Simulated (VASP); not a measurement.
CoO:

```
Co O
1.0
     0.00000    2.13150    2.13150
     2.13150    0.00000    2.13150
     2.13150    2.13150    0.00000
Co O
1 1
Direct
  0.00000 0.00000 0.00000
  0.50000 0.50000 0.50000
```

Base run:

- Program: VASP 6.6.1
- Functional: r2SCAN
- Potentials or basis: VASP PAW PBE potentials, release 64 (Co, O)
- Cutoff: 520 eV
- k mesh: 8 × 8 × 8
- Occupations: gaussian, width 0.05 eV
- Spin: collinear spin, random start
- Starting moments: [1.59, 0.0] μB
- Hubbard terms: Co d U = 2 eV

Its results: band gap on the k mesh none (metal or under the smearing width); pressure -7.6 GPa.

**Question.** The run is repeated on the same cell with these changes: spin from collinear spin, random start to no spin polarisation; further incar settings from ALGO = Normal; EDIFF = 1e-06; NBANDS = 18 to ALGO = Normal; EDIFF = 1e-06; NBANDS = 14. What comes out?

**Answer.** Band gap on the k mesh none (metal or under the smearing width); pressure -25.4 GPa.

Caveats: the PAW data sets were made with another functional, which shifts forces and pressure a little; a cell with one magnetic atom can't hold antiferromagnetic order, which such compounds often take (some runs); an odd number of electrons without spin polarisation forces a metal (some runs); a magnetic or distorted state may lie lower (some runs); U without spin polarisation on a metal has little footing (some runs).
